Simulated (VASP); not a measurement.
OSZICAR of a VASP run on Sb2Se3 (space group Pnma):

### OSZICAR
```
       N       E                     dE             d eps       ncg     rms          rms(c)
DAV:   1     0.483832606140E+03    0.48383E+03   -0.30836E+04   134   0.887E+02
DAV:   2    -0.448425159535E+02   -0.52868E+03   -0.51109E+03   164   0.184E+02
DAV:   3    -0.100704983081E+03   -0.55862E+02   -0.55266E+02   164   0.653E+01
DAV:   4    -0.102162844360E+03   -0.14579E+01   -0.14502E+01   164   0.111E+01
DAV:   5    -0.102216919875E+03   -0.54076E-01   -0.54039E-01   164   0.187E+00    0.107E+01
DAV:   6    -0.100684915253E+03    0.15320E+01   -0.40191E+00   156   0.470E+00    0.709E+00
DAV:   7    -0.100640488825E+03    0.44426E-01   -0.13407E+00   172   0.282E+00    0.173E+00
DAV:   8    -0.100634907482E+03    0.55813E-02   -0.12011E-01   156   0.988E-01    0.802E-01
DAV:   9    -0.100639808605E+03   -0.49011E-02   -0.23459E-02   164   0.502E-01    0.229E-01
DAV:  10    -0.100640655086E+03   -0.84648E-03   -0.20699E-03   148   0.157E-01    0.125E-01
DAV:  11    -0.100641365825E+03   -0.71074E-03   -0.12246E-03   180   0.107E-01    0.451E-02
DAV:  12    -0.100641420750E+03   -0.54925E-04   -0.15605E-04   164   0.436E-02    0.224E-02
DAV:  13    -0.100641465070E+03   -0.44320E-04   -0.85396E-05   180   0.266E-02    0.113E-02
DAV:  14    -0.100641468731E+03   -0.36618E-05   -0.73845E-06   156   0.966E-03    0.527E-03
DAV:  15    -0.100641471503E+03   -0.27718E-05   -0.32180E-06   116   0.591E-03    0.142E-03
DAV:  16    -0.100641471842E+03   -0.33832E-06   -0.33698E-07   100   0.209E-03
   1 F= -.10064147E+03 E0= -.10064147E+03  d E =-.212223E-39
```

Task: Which electronic solver shows in the log?

Result: It is blocked Davidson (ALGO = Normal, or the opening steps of other solvers). The INCAR had ALGO = Normal.

Task: Can the final energy be trusted as converged?

Result: The calculation finished and met its thresholds. It stopped with EDIFF = 1E-6, NELM = 100 (PBE GGA, plane waves, VASP's PBE PAW potentials (set 64)).

The structure comes from a computed database's Sb2Se3 entry; how it stands against other phases isn't given here. The cell was not relaxed at this level. The k-mesh is coarse (spacing up to 1.53 per Å, 2π included), so the numbers may not be converged in it. The run is one of a series of settings (KPOINTS 1×1×1 Γ-centred mesh shifted by (0.5, 0.5, 0.5) against the base run), some of them coarse on purpose.
